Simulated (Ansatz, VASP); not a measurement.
# Cross-check of ZnB2H46C20O8F8 between VASP and Ansatz

Wanted: the spread between two codes on one cell, functional and k mesh. The cell is taken from a series of runs on this material, whose earlier steps may have relaxed, scaled, displaced or heated it; both programs get it as it stands.

Program: Ansatz 0.2.0. Level of theory: plane waves, with VASP 6.6.1 beside it; single point at PBE with D4. Results are calculated unless marked as measured.

### Step 1. Starting point

The cell holds 85 atoms: 20 C, 8 O, 46 H, 2 B, 8 F and 1 Zn. Its edges and angles: a = 10.026 Å, b = 10.026 Å, c = 10.026 Å, α = 90.0°, β = 90.0°, γ = 90.0°.

### Step 2. Ansatz: single point, PBE with D4

Ansatz runs on its default PAW (the set named soft_2) files.

A single point gives forces, pressure and levels at one fixed geometry, so differences don't come from the geometry; what else differs is listed under the comparison.

input.yaml reads:

```yaml
crystal:
  lattice:
    - [10.02554, 0.0, 0.0]
    - [0.0, 10.02554, 0.0]
    - [0.0, 0.0, 10.02554]
  atoms:
    - { symbol: C, position: [0.53651, 0.09636, 0.04593] }
    - { symbol: O, position: [0.63994, 0.14142, 0.14104] }
    - { symbol: C, position: [0.59744, 0.10488, 0.27462] }
    - { symbol: C, position: [0.71314, 0.15075, 0.36183] }
    - { symbol: O, position: [0.83285, 0.14265, 0.27807] }
    - { symbol: C, position: [0.94549, 0.10998, 0.3548] }
    - { symbol: H, position: [0.49266, 0.18296, 0.99222] }
    - { symbol: H, position: [0.59632, 0.04037, 0.97232] }
    - { symbol: H, position: [0.46113, 0.04232, 0.09643] }
    - { symbol: H, position: [0.49943, 0.15408, 0.30597] }
    - { symbol: H, position: [0.59008, 0.99674, 0.28969] }
    - { symbol: H, position: [0.70924, 0.25156, 0.38365] }
    - { symbol: H, position: [0.72279, 0.08024, 0.45667] }
    - { symbol: H, position: [0.94333, 0.18898, 0.43508] }
    - { symbol: H, position: [0.0349, 0.10984, 0.28636] }
    - { symbol: H, position: [0.91959, 0.008, 0.39716] }
    - { symbol: C, position: [0.54305, 0.60298, 0.6951] }
    - { symbol: O, position: [0.41733, 0.60704, 0.75791] }
    - { symbol: C, position: [0.39578, 0.73947, 0.82343] }
    - { symbol: C, position: [0.46332, 0.72878, 0.95613] }
    - { symbol: O, position: [0.39451, 0.63514, 0.02641] }
    - { symbol: C, position: [0.27635, 0.69881, 0.09426] }
    - { symbol: H, position: [0.6299, 0.55997, 0.74687] }
    - { symbol: H, position: [0.52837, 0.54804, 0.60398] }
    - { symbol: H, position: [0.57507, 0.70452, 0.66703] }
    - { symbol: H, position: [0.42388, 0.82281, 0.7596] }
    - { symbol: H, position: [0.282, 0.73522, 0.8319] }
    - { symbol: H, position: [0.55728, 0.69476, 0.94418] }
    - { symbol: H, position: [0.46957, 0.8273, 0.01114] }
    - { symbol: H, position: [0.26719, 0.8055, 0.07353] }
    - { symbol: H, position: [0.28783, 0.68631, 0.20265] }
    - { symbol: H, position: [0.18066, 0.64726, 0.06605] }
    - { symbol: C, position: [0.10073, 0.25231, 0.00494] }
    - { symbol: O, position: [0.9954, 0.26532, 0.10849] }
    - { symbol: C, position: [0.01658, 0.37685, 0.1932] }
    - { symbol: C, position: [0.90128, 0.47311, 0.14043] }
    - { symbol: O, position: [0.78602, 0.37851, 0.15299] }
    - { symbol: C, position: [0.67878, 0.43726, 0.07509] }
    - { symbol: H, position: [0.20771, 0.25607, 0.04568] }
    - { symbol: H, position: [0.09698, 0.15581, 0.95905] }
    - { symbol: H, position: [0.07019, 0.33706, 0.94234] }
    - { symbol: H, position: [0.01399, 0.34713, 0.29287] }
    - { symbol: H, position: [0.1145, 0.41771, 0.16975] }
    - { symbol: H, position: [0.88375, 0.54763, 0.20884] }
    - { symbol: H, position: [0.92991, 0.52422, 0.04763] }
    - { symbol: H, position: [0.69896, 0.457, 0.96519] }
    - { symbol: H, position: [0.63659, 0.52979, 0.12975] }
    - { symbol: H, position: [0.59849, 0.37193, 0.06742] }
    - { symbol: C, position: [0.24563, 0.1788, 0.63452] }
    - { symbol: C, position: [0.22487, 0.03262, 0.649] }
    - { symbol: C, position: [0.34795, 0.9755, 0.57493] }
    - { symbol: O, position: [0.36895, 0.06584, 0.46441] }
    - { symbol: C, position: [0.29568, 0.18479, 0.4914] }
    - { symbol: H, position: [0.17289, 0.25187, 0.65371] }
    - { symbol: H, position: [0.33783, 0.20863, 0.68271] }
    - { symbol: H, position: [0.24081, 0.00686, 0.74934] }
    - { symbol: H, position: [0.13056, 0.99375, 0.59587] }
    - { symbol: H, position: [0.3376, 0.87269, 0.54501] }
    - { symbol: H, position: [0.43608, 0.98133, 0.63701] }
    - { symbol: H, position: [0.22458, 0.16979, 0.4211] }
    - { symbol: H, position: [0.3709, 0.27157, 0.47403] }
    - { symbol: C, position: [0.04188, 0.57009, 0.71543] }
    - { symbol: C, position: [0.10799, 0.65798, 0.61367] }
    - { symbol: C, position: [0.17004, 0.56665, 0.50222] }
    - { symbol: O, position: [0.08698, 0.4465, 0.5102] }
    - { symbol: C, position: [0.99067, 0.4685, 0.61105] }
    - { symbol: H, position: [0.12181, 0.53339, 0.78477] }
    - { symbol: H, position: [0.96281, 0.6092, 0.77773] }
    - { symbol: H, position: [0.02174, 0.70491, 0.56697] }
    - { symbol: H, position: [0.18215, 0.73208, 0.64811] }
    - { symbol: H, position: [0.26958, 0.53, 0.53113] }
    - { symbol: H, position: [0.16091, 0.60064, 0.3961] }
    - { symbol: H, position: [0.98698, 0.38062, 0.67462] }
    - { symbol: H, position: [0.90317, 0.50539, 0.56452] }
    - { symbol: B, position: [0.7866, 0.21618, 0.79243] }
    - { symbol: F, position: [0.91422, 0.17394, 0.74831] }
    - { symbol: F, position: [0.81284, 0.22931, 0.9291] }
    - { symbol: F, position: [0.69121, 0.12046, 0.80211] }
    - { symbol: F, position: [0.71383, 0.3298, 0.75193] }
    - { symbol: B, position: [0.93087, 0.8932, 0.03588] }
    - { symbol: F, position: [0.97367, 0.84012, 0.16437] }
    - { symbol: F, position: [0.80401, 0.83196, 0.01022] }
    - { symbol: F, position: [0.03864, 0.85608, 0.95173] }
    - { symbol: F, position: [0.8949, 0.02069, 0.05739] }
    - { symbol: Zn, position: [0.82329, 0.19257, 0.10433] }
kpoints:
  mp_grid: { grid: [1, 1, 1] }
hamiltonian:
  xc: pbe
  dispersion: d4
scf:
  occupations: { method: fixed }
output:
  forces: true
  stress: true
  populations: true
  dos:
    method: { smearing: { sigma: 0.1 } }
    de: 0.1
    projected: { site_lists: { B: [B], C: [C], F: [F], H: [H], O: [O] } }
  eigenvalues: true
  write_density: true
  write_potential: true
  volumetric_format: npy
  elf: true
```

The run is started by

```
> ansatz run input.yaml --threads 8 --pin off --max-ram 15872MiB --backend cpu --events-out ev --progress --plain --runs-dir out
```

Numbers of over 12 decimals in the logs are rounded to 6 here.

The log of the run:

```text
Engine: ansatz 0.2.0, x86_64-unknown-linux-gnu
Pseudopotentials: kind: paw
Pseudopotential: C, paw, valence charge 4, recommended cutoff 420 eV (normal), C.paw.azcp
Pseudopotential: O, paw, valence charge 6, recommended cutoff 420 eV (normal), O.paw.azcp
Pseudopotential: H, paw, valence charge 1, recommended cutoff 420 eV (normal), H.paw.azcp
Pseudopotential: B, paw, valence charge 3, recommended cutoff 420 eV (normal), B.paw.azcp
Pseudopotential: F, paw, valence charge 7, recommended cutoff 420 eV (normal), F.paw.azcp
Pseudopotential: Zn, paw, valence charge 12, recommended cutoff 420 eV (normal), Zn.paw.azcp
Functional definition: PBE
  parameter kappa = 0.804
  parameter beta = 0.066725
  exchange = pbe_x(kappa = kappa, mu = beta*pi^2/3)
  correlation = pbe_c(beta = beta)
Crystal: 85 atoms, lattice volume = 1007.682 Å³
Basis set: ecut = 420 eV, 19597 PW (Γ), exchange–correlation on 144×144×144 points (8 copies of the dense FFT grid, shifted against one another)
Bands: 209, of which v1, the nominal top of the filled ones, is band 124 counted from 1 (123 counted from 0)
Symmetry: 1 space group operations
Space group: P1 (ITA 1), of the structure as read, at distance tolerance 1.0e-4 Å
k-points: 1
Non-local potential: C, projectors of the file, l = 0: 2, l = 1: 2, l = 2: 1
Non-local potential: O, projectors of the file, l = 0: 2, l = 1: 2, l = 2: 1
Non-local potential: H, projectors of the file, l = 0: 2, l = 1: 1
Non-local potential: B, projectors of the file, l = 0: 2, l = 1: 2, l = 2: 1
Non-local potential: F, projectors of the file, l = 0: 2, l = 1: 2, l = 2: 1
Non-local potential: Zn, projectors of the file, l = 0: 2, l = 1: 2, l = 2: 3, l = 3: 1
PAW form: soft (Blöchl's): semilocal exchange-correlation on the pseudo side does not see the compensation charge
PAW one-centre angular grid: C, 110 points (default); XC on 64 Gauss nodes
PAW one-centre angular grid: O, 110 points (default); XC on 64 Gauss nodes
PAW one-centre angular grid: H, 110 points (default); XC on 64 Gauss nodes
PAW one-centre angular grid: B, 110 points (default); XC on 64 Gauss nodes
PAW one-centre angular grid: F, 110 points (default); XC on 64 Gauss nodes
PAW one-centre angular grid: Zn, 590 points (default); XC on 64 Gauss nodes
Initial density: superposition of atomic densities (neutral atoms: chi_scale 0, normalization atom), corrected by the library's trained network
Initial wavefunctions: pseudopotential atomic-orbital guess
Functional: x = pbe(κ = 0.804, μ = 0.219515), c = pbe(β = 0.066725)
SCF iter   1: F=—  HF=-20391.427924 eV  |F-HF|=—  |Δ(HF+E_count)|=         —  Δρ=5.51e-3  dr2=5.26e-1  ethr=1.77e-3  ⟨swp⟩=5.0  Hψ=720  notcnv=0  defer=83
preconditioner: auto → Resta (q_TF=auto, 2.160 Å⁻¹)  ε∞=2.3  [insulator: Δε(μ)=4.628 eV  Ē_g=16.035 eV  n_scr=170 (ndim 8)  ℏωp=18.2 eV  f_vac=0.355  ε∞_Penn≈2.3]
SCF iter   2: F=—  HF=-20391.307905 eV  |F-HF|=—  |Δ(HF+E_count)|=   1.20e-1  Δρ=2.97e-3  dr2=1.33e-1  ethr=2.12e-4  ⟨swp⟩=2.0  Hψ=262  notcnv=0  defer=83
SCF iter   3: F=—  HF=-20391.283766 eV  |F-HF|=—  |Δ(HF+E_count)|=   2.41e-2  Δρ=1.53e-3  dr2=3.89e-2  ethr=5.35e-5  ⟨swp⟩=3.0  Hψ=247  notcnv=0  defer=83
SCF iter   4: F=—  HF=-20391.273853 eV  |F-HF|=—  |Δ(HF+E_count)|=   9.91e-3  Δρ=5.63e-4  dr2=4.71e-3  ethr=1.57e-5  ⟨swp⟩=2.0  Hψ=354  notcnv=0  defer=83
SCF iter   5: F=—  HF=-20391.272705 eV  |F-HF|=—  |Δ(HF+E_count)|=   1.15e-3  Δρ=2.03e-4  dr2=4.84e-4  ethr=1.90e-6  ⟨swp⟩=2.0  Hψ=245  notcnv=0  defer=83
SCF iter   6: F=—  HF=-20391.272646 eV  |F-HF|=—  |Δ(HF+E_count)|=   5.93e-5  Δρ=8.80e-5  dr2=7.11e-5  ethr=1.95e-7  ⟨swp⟩=2.0  Hψ=245  notcnv=0  defer=83
SCF iter   7: F=—  HF=-20391.273624 eV  |F-HF|=—  |Δ(HF+E_count)|=   9.78e-4  Δρ=4.02e-5  dr2=1.36e-5  ethr=2.87e-8  ⟨swp⟩=2.0  Hψ=322  notcnv=0  defer=83
SCF iter   8: F=—  HF=-20391.273621 eV  |F-HF|=—  |Δ(HF+E_count)|=   3.16e-6  Δρ=1.04e-5  dr2=1.28e-6  ethr=5.47e-9  ⟨swp⟩=2.0  Hψ=244  notcnv=0  defer=83
SCF iter   9: F=—  HF=-20391.273620 eV  |F-HF|=—  |Δ(HF+E_count)|=   1.75e-7  Δρ=4.45e-6  dr2=2.03e-7  ethr=5.17e-10  ⟨swp⟩=2.0  Hψ=228  notcnv=0  defer=83
SCF iter  10: F=-20391.273620 eV  HF=-20391.273620 eV  |F-HF|=3.42e-8  |Δ(HF+E_count)|=   4.61e-8  Δρ=2.13e-6  dr2=4.13e-8  ethr=4.03e-11  ⟨swp⟩=23.0  Hψ=2193  notcnv=0
SCF 1 converged in 10 iterations: F = -20391.273620 eV  dr2 = 4.13e-8
  greatest PAW one-centre occupation: 0.995 electrons in one spin orbital (limit 2), on the Zn atom at site 84 (counted from 0), in its partial waves of l = 2
[...]
atom   1  C      1.92686563     1.10753593    -1.32967455
  atom   2  O     -3.69939898    -0.97962206     0.30778880
  atom   3  C      0.31661555     0.86464154     0.69253869
  atom   4  C      0.44177502    -2.76785313     0.49807409
  atom   5  O     -0.93305490    -1.32907039     2.94505758
  atom   6  C      0.09944995    -0.51175818     1.13180759
  atom   7  H      0.17125366    -0.16053574     0.38820359
  atom   8  H     -0.75137426    -0.22408994     0.13856846
  atom   9  H     -0.72508848    -0.77653640     0.55598332
  atom  10  H      1.18247923    -0.57289546    -0.53829426
  atom  11  H     -0.29965271    -0.13817660    -0.62752669
  atom  12  H     -0.42672953     2.19761806     1.13176580
  atom  13  H     -0.06898028     1.54651474    -1.71364396
  atom  14  H      0.98970196    -0.85797542    -0.26269532
  atom  15  H     -0.77714475    -0.08125150     0.93519432
  atom  16  H      1.05478526     0.86624723    -0.16980759
  atom  17  C      0.42389617     0.71081143    -0.52034367
  atom  18  O      0.07852942     1.41656804     0.34592273
  atom  19  C     -1.71370167    -1.94030715    -0.70964429
  atom  20  C     -2.48013713     2.92904121    -0.00378953
  atom  21  O     -2.47106026    -0.39962521     2.88723599
  atom  22  C      0.23468685    -1.50393603    -0.21432652
  atom  23  H     -0.38447323    -0.26361499     0.52977141
  atom  24  H      0.12930732    -0.53788426    -0.67166627
[...]
atom  78  F     -1.12691163    -2.41720758    -1.69115128
  atom  79  F      1.52669739     0.33861548    -0.76194166
  atom  80  B     -0.01214856    -4.46995694     1.46928423
  atom  81  F     -0.03454169     0.26284302     0.02144613
  atom  82  F      0.63747603    -0.45340693    -0.81383937
  atom  83  F     -1.08965065     1.11670532    -0.38520427
  atom  84  F      1.18715256     1.51865578    -0.87901727
  atom  85  Zn    -0.98754264    -0.41386722    -0.32016257
  max |Σ_I F_I| component: 1.86e-4 eV/Å
--- Stress (GPa, compression-positive) ---
        0.911652       0.942883       0.806962
        0.942886       3.843175      -0.226147
        0.806958      -0.226146       3.913539
  P = ⅓ Tr σ = 2.8895 GPa (28.895 kbar)
--- Band table (eV) ---
  k-point 0: bands = [... 120 lower, -1.4675, -1.2112, -1.1381, -0.9392, 3.1692, 3.4839, 3.9001, 4.0997, ... 81 higher]
--- Löwdin populations: 85 sites ---
  site symbol       q [e]
     0      C      4.2417
     1      O      6.4007
     2      C      4.0540
     3      C      4.0649
     4      O      6.3988
     5      C      4.2048
     6      H      0.8038
     7      H      0.7642
     8      H      0.7947
     9      H      0.8052
    10      H      0.7975
    11      H      0.7738
    12      H      0.8089
    13      H      0.8192
    14      H      0.7978
    15      H      0.8048
    16      C      4.2370
    17      O      6.3539
    18      C      4.0607
    19      C      4.0542
    20      O      6.3474
    21      C      4.2344
    22      H      0.8220
    23      H      0.7958
[...]
77      F      7.3687
    78      F      7.3733
    79      B      2.0991
    80      F      7.4346
    81      F      7.4084
    82      F      7.3759
    83      F      7.3651
    84     Zn     10.4191
  spilling = 0.011914 (of n_electrons = 248.000000)
```

(Part 1 of 2 ends here.)

[Lines on the potential files, build, host, timing and source positions are cut from VASP's logs without a mark.]

[Logs are printed without paths, hosts, clocks, repeated set-up lines and the standing remarks that a program may print on its own settings, such as how far it seeks lower states.]

[Hosts, paths, dates, database ids (printed as entryN), source tags and the programs' standing remarks are cut or masked in the printed files.]
